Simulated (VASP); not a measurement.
Output of a VASP run:

OSZICAR:
```
       N       E                     dE             d eps       ncg     rms          rms(c)
DAV:   1     0.108454598356E+03    0.10845E+03   -0.82155E+03   910   0.120E+03
DAV:   2    -0.700296120146E+00   -0.10915E+03   -0.10357E+03  1015   0.270E+02
DAV:   3    -0.522269159188E+01   -0.45224E+01   -0.45038E+01  1110   0.565E+01
DAV:   4    -0.526748193273E+01   -0.44790E-01   -0.44783E-01  1272   0.532E+00
DAV:   5    -0.526760609026E+01   -0.12416E-03   -0.12416E-03  1085   0.265E-01    0.808E+00
DAV:   6    -0.505432189733E+01    0.21328E+00   -0.50838E-01  1025   0.108E+01    0.634E+00
DAV:   7    -0.504061145360E+01    0.13710E-01   -0.10758E-01  1020   0.264E+00    0.222E+00
DAV:   8    -0.503786290392E+01    0.27485E-02   -0.11867E-02   940   0.151E+00    0.601E-01
DAV:   9    -0.503750942645E+01    0.35348E-03   -0.82838E-04  1035   0.351E-01    0.145E-01
DAV:  10    -0.503750106497E+01    0.83615E-05   -0.72496E-05  1048   0.891E-02    0.568E-02
DAV:  11    -0.503750282774E+01   -0.17628E-05   -0.20396E-05  1035   0.492E-02    0.319E-02
DAV:  12    -0.503750161291E+01    0.12148E-05   -0.35983E-06   955   0.204E-02    0.143E-02
DAV:  13    -0.503750162743E+01   -0.14517E-07   -0.22937E-07   480   0.340E-03
   1 F= -.50375016E+01 E0= -.50375709E+01  d E =-.503750E+01
```

OUTCAR:
```
------------------------ aborting loop because EDIFF is reached ----------------------------------------
  FORCE on cell =-STRESS in cart. coord.  units (eV):
  Direction    XX          YY          ZZ          XY          YZ          ZX
  --------------------------------------------------------------------------------------
  Total       -0.0154414     -0.0154414     -0.0154414      0.0000000      0.0000000      0.0000000
  in kB       -0.3690622     -0.3690622     -0.3690622      0.0000000      0.0000000      0.0000000
  external PRESSURE =      -0.3690622 kB  Pullay stress =       0.0000000 kB
  volume of cell :       67.03
      direct lattice vectors                 reciprocal lattice vectors
     0.000000000  3.224205138  3.224205138    -0.155076981  0.155076981  0.155076981
     3.224205138  0.000000000  3.224205138     0.155076981 -0.155076981  0.155076981
     3.224205138  3.224205138  0.000000000     0.155076981  0.155076981 -0.155076981
 POSITION                                       TOTAL-FORCE (eV/Angst)
 -----------------------------------------------------------------------------------
      0.00000      0.00000      0.00000        -0.000000     -0.000000     -0.000000
      1.61210      1.61210      1.61210         0.000000      0.000000      0.000000
 -----------------------------------------------------------------------------------
    total drift:                               -0.000000     -0.000000     -0.000000
  FREE ENERGIE OF THE ION-ELECTRON SYSTEM (eV)
  ---------------------------------------------------
  free  energy   TOTEN  =        -5.0375016274 eV

  energy  without entropy=       -5.0377094043  energy(sigma->0) =       -5.03757089

 reached required accuracy - stopping structural energy minimisation
```
(Selected blocks of OUTCAR.)

POSCAR:
```
HgTe
1
    0.0000000000     3.2242051384     3.2242051384
    3.2242051384     0.0000000000     3.2242051384
    3.2242051384     3.2242051384    -0.0000000000
Hg Te
1 1
Direct
  0.0000000000   0.0000000000   0.0000000000
  0.2500000000   0.2500000000   0.2500000000
```

Q: Reconstruct the remaining input files.

A: Several could match; the one computed here: the input of the run itself, LDA (Ceperley-Alder, Perdew-Zunger), plane waves, VASP's LDA PAW potentials (set 64).

**KPOINTS**
```
Automatic mesh
0
Gamma
9 9 9
0 0 0
```

**INCAR**
```
! general
SYSTEM =HgTe
PREC   =Accurate
ENCUT  =520   ! plane-wave cut-off (eV)
LREAL  =.FALSE.   ! projection in real space or not
LASPH  =.TRUE.   ! aspherical one-centre terms

! electronic loop
EDIFF  =1E-6   ! SCF stop (eV)
NELM   =100
ALGO   =Normal
LMAXMIX=6

! smearing
ISMEAR =1
SIGMA  =0.1   ! width (eV)

! ions
IBRION =2   ! conjugate gradients
NSW    =60   ! most ionic steps
ISIF   =3   ! ions, shape and volume
EDIFFG =-0.01

! output
LWAVE  =.FALSE.
LCHARG =.FALSE.
```

POTCAR, in this order: Hg Te (LDA.64 set). Program: vasp_std.

The compound is HgTe in the zinc blende structure. It was relaxed first. The start is the result of an earlier pass.
